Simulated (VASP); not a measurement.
Consider the following.

```yaml
crystal:
  lattice:
    - [0.00000, 1.93212, 1.93212]
    - [1.93212, 0.00000, 1.93212]
    - [1.93212, 1.93212, 0.00000]
  atoms:
    - { symbol: Si, position: [0.00000, 0.00000, 0.00000] }
    - { symbol: C, position: [0.50000, 0.50000, 0.50000] }
```

All values below come from PBEsol GGA, VASP's PBE PAW potentials (set 64) (plane waves; VASP). Numerical set-up: 620 eV cut-off, 16×16×16 Γ-centred mesh, first-order Methfessel-Paxton smearing of 0.10 eV, potentials Si C.

Problem. Predict the energy per atom (σ→0), pressure, band gap (on the k-mesh) with the smallest direct gap where there is one.

Solution. 
| Property | Result |
|---|---|
| band gap (on the k-mesh) | none (metal, semimetal or under 0.01 eV) |
| energy per atom (σ→0) | -7.177 eV/atom |
| pressure | 44.67 GPa |

Total energies compare only between runs with the same potentials, cut-off and functional.

The structure was generated: SiC was put into the rock salt type (Fm-3m), which need not be its known phase. It was relaxed first under an external pressure of 45 GPa.
